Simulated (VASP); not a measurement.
An input for Quantum ESPRESSO's pw.x (written as the equivalent of a VASP run, and not itself run):

```
&CONTROL
  calculation = 'scf'
  pseudo_dir = './pseudo'
  outdir = './out'
  tprnfor = .true.
  tstress = .true.
/
&SYSTEM
  ibrav = 0
  nat = 2
  ntyp = 2
  ecutwfc = 84
  occupations = 'smearing'
  smearing = 'gaussian'
  degauss = 0.003675
  input_dft = 'pbe'
/
&ELECTRONS
  conv_thr = 7.3e-08
  electron_maxstep = 100
/
ATOMIC_SPECIES
  Al 26.982 Al.upf
  N 14.007 N.upf
CELL_PARAMETERS angstrom
     0.0000000    2.2338000    2.2338000
     2.2338000    0.0000000    2.2338000
     2.2338000    2.2338000    0.0000000
ATOMIC_POSITIONS crystal
  Al   0.0000000  0.0000000  0.0000000
  N    0.2500000  0.2500000  0.2500000
K_POINTS automatic
  9 9 9 0 0 0
```

**Question.** Translate this input to VASP (INCAR, KPOINTS, POSCAR, choice of POTCAR).

**Answer.** This is not unique; one that fits is 
**POSCAR**
```
AlN
2.23380
  0.0000000000   1.0000000000   1.0000000000
  1.0000000000   0.0000000000   1.0000000000
  1.0000000000   1.0000000000   0.0000000000
Al N
1 1
Cart
  0.0000000000   0.0000000000   0.0000000000
  0.5000000000   0.5000000000   0.5000000000
```

File KPOINTS:
```
K-points
0
Gamma
  9 9 9
```

### INCAR
```
# general
SYSTEM   =  AlN
PREC     =  Accurate
ENCUT    =  520   # plane-wave cut-off (eV)
LREAL    =  .FALSE.
LASPH    =  .TRUE.   # aspherical one-centre terms
ADDGRID  =  .TRUE.

# electronic loop
EDIFF    =  1E-6   # SCF stop (eV)
NELM     =  100   # most electronic steps
ALGO     =  Normal   # blocked Davidson

# smearing
ISMEAR   =  0   # Gaussian
SIGMA    =  0.05   # width (eV)

# functional
GGA      =  PE   # PBE

# ions
ISIF     =  2

# output
LWAVE    =  .FALSE.
LCHARG   =  .FALSE.
```

POTCAR, in this order: Al N (PBE.64 set). Program: vasp_std.

What does not carry over: the potentials are each code's own (VASP's PAW set, PseudoDojo norm-conserving files in pw.x), so ENCUT and ecutwfc are chosen apart and not converted; conv_thr bounds pw.x's estimated SCF error, while EDIFF bounds the energy change between steps.

The compound is AlN in the zinc blende structure, a metastable form; wurtzite is the usual one. The cell was not relaxed at this level. The run is one of a series of settings (ADDGRID = .TRUE. against the base run), some of them coarse on purpose.
